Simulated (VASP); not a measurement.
```xyz
3
Lattice="0.0000 2.9048 2.9048 2.9048 0.0000 2.9048 2.9048 2.9048 0.0000" Properties=species:S:1:pos:R:3 pbc="T T T"
Li     1.4524     1.4524     1.4524
Li     4.3573     4.3573     4.3573
S      0.0000     0.0000     0.0000
```

The numbers are results of vdW-DF2, VASP's PBE PAW potentials (set 64) (plane waves; VASP 6.6.1), not measurements. Settings: 520 eV cut-off, 7×7×7 Γ-centred mesh, Gaussian smearing of 0.050 eV, potentials Li_sv S.

Give the stress tensor in GPa (positive for a compressed cell).

```
-1.10   0.00   0.00
 0.00  -1.10   0.00
 0.00   0.00  -1.10
```
The pressure is its mean diagonal, -1.10 GPa.

The compound is Li2S in the antifluorite structure. This cell is one point of a volume scan, at 1.03 of the reference volume.
